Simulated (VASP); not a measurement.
Data:

```
CELL_PARAMETERS angstrom
      3.02102     0.00000     0.00000
     -1.51051     2.61628     0.00000
      0.00000     0.00000     8.17709
ATOMIC_POSITIONS crystal
  W  0.33333 0.66667 0.03532
  W  0.66667 0.33333 0.53532
  S  0.33333 0.66667 0.33968
  S  0.66667 0.33333 0.83968
```

The numbers are results of PBE GGA, VASP's PBE PAW potentials (set 64) (plane waves; VASP), not measurements. Numerical set-up: 400 eV cut-off, Gaussian smearing of 0.050 eV, potentials W_sv S.

Give the energies of bands 11 to 23 at the high-symmetry points, in eV from the Fermi level.

```tsv
band	Γ	M	K	A	L	H
11	-8.70	-8.05	-7.07	-7.84	-7.79	-6.77
12	-6.96	-7.75	-6.59	-7.84	-7.79	-6.77
13	-3.02	-5.86	-6.59	-2.88	-5.95	-6.49
14	-2.91	-5.68	-6.42	-2.88	-5.95	-6.49
15	-2.91	-3.89	-5.04	-2.76	-3.51	-5.11
16	-2.83	-3.54	-5.04	-2.76	-3.51	-5.11
17	-2.59	-3.02	-1.79	-2.76	-3.10	-1.68
18	-2.59	-2.30	-1.60	-2.76	-3.10	-1.68
19	-0.15	-1.08	-1.07	0.12	-0.21	-1.41
20	-0.15	-0.20	-1.07	0.12	-0.21	-1.41
21	0.58	1.42	0.20	0.12	2.67	1.36
22	0.58	2.74	1.89	0.12	2.67	1.36
23	1.93	3.35	1.89	2.89	2.81	2.34
```

It has no gap at this level: it comes out as a metal or semimetal.

The structure was generated: WS was put into the wurtzite type (P6_3mc), which need not be its known phase. It was relaxed first, which changed the volume by -45 %.
